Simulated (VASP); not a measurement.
```
CELL_PARAMETERS angstrom
      3.98359     0.00000     0.00000
      0.00000     3.98359     0.00000
      0.00000     0.00000     4.14829
ATOMIC_POSITIONS crystal
  Ba 0.00000 0.00000 0.00689
  Ti 0.50000 0.50000 0.52544
  O  0.50000 0.50000 0.96574
  O  0.00000 0.50000 0.48297
  O  0.50000 0.00000 0.48297
```

Calculation: PBE GGA with D4 dispersion, VASP's PBE PAW potentials (set 64) (plane waves; VASP). Numerical set-up: 520 eV cut-off, Gaussian smearing of 0.050 eV, potentials Ba_sv Ti_sv O.

Unless said otherwise, spin-orbit coupling is left out, though it shifts the bands of the heavy elements here.

Task: Give the energies of bands 12 to 23 at the high-symmetry points, in eV from the valence-band maximum.

Result: 
| band | Γ | X | M | Z | R | A |
|---|---|---|---|---|---|---|
| 12 | -2.53 | -4.06 | -4.40 | -4.03 | -4.29 | -4.50 |
| 13 | -2.43 | -2.88 | -4.13 | -2.84 | -4.13 | -3.85 |
| 14 | -2.43 | -2.88 | -3.86 | -2.84 | -3.80 | -3.79 |
| 15 | -1.60 | -2.59 | -2.94 | -2.11 | -2.98 | -2.69 |
| 16 | -1.60 | -1.99 | -2.94 | -2.11 | -2.65 | -2.59 |
| 17 | -1.28 | -1.95 | -1.97 | -2.05 | -1.83 | -2.59 |
| 18 | -0.77 | -1.72 | -1.13 | -2.00 | -1.11 | -0.37 |
| 19 | -0.52 | -1.43 | -1.13 | -0.74 | -1.05 | -0.37 |
| 20 | -0.52 | -1.21 | -0.07 | -0.74 | -0.44 | 0.00 |
| 21 | 1.79 | 2.41 | 3.58 | 1.92 | 3.47 | 4.02 |
| 22 | 2.32 | 3.46 | 3.58 | 3.46 | 3.50 | 4.02 |
| 23 | 2.32 | 3.54 | 3.92 | 3.46 | 3.77 | 4.11 |

The gap is indirect, 1.79 eV, from the valence maximum at A to the conduction minimum at Γ.

The compound is BaTiO3 in the tetragonal perovskite structure. It was relaxed first.
